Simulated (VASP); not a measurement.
SiC (relaxed from the NiAs type structure, space group P6_3/mmc): computed properties

Method: PBEsol GGA, VASP's PBE PAW potentials (set 64) (plane waves; VASP).

```
Quantity                                                                               Result
----------------------------------  ---------------------------------------------------------
space group                                                                    P6_3/mmc (194)
cell                                a = b = 2.855 Å, c = 4.738 Å, α = β = 90.00°, γ = 120.00°
volume per atom                                                                 8.36 Å^3/atom
band gap (over mesh and band path)                   none (metal, semimetal or under 0.01 eV)
density                                                                            3.98 g/cm³
```

```
CSi
1.0
    2.85513     0.00000     0.00000
   -1.42756     2.47261     0.00000
    0.00000     0.00000     4.73839
Si C
2 2
Direct
  0.00000   0.00000   0.00000
  0.00000   0.00000   0.50000
  0.33333   0.66667   0.25000
  0.66667   0.33333   0.75000
```

The structure was generated: SiC was put into the NiAs type type (P6_3/mmc), which need not be its known phase. It was relaxed first, which changed the volume by +5 %. Symmetry was kept, so distortions that lower it aren't found.
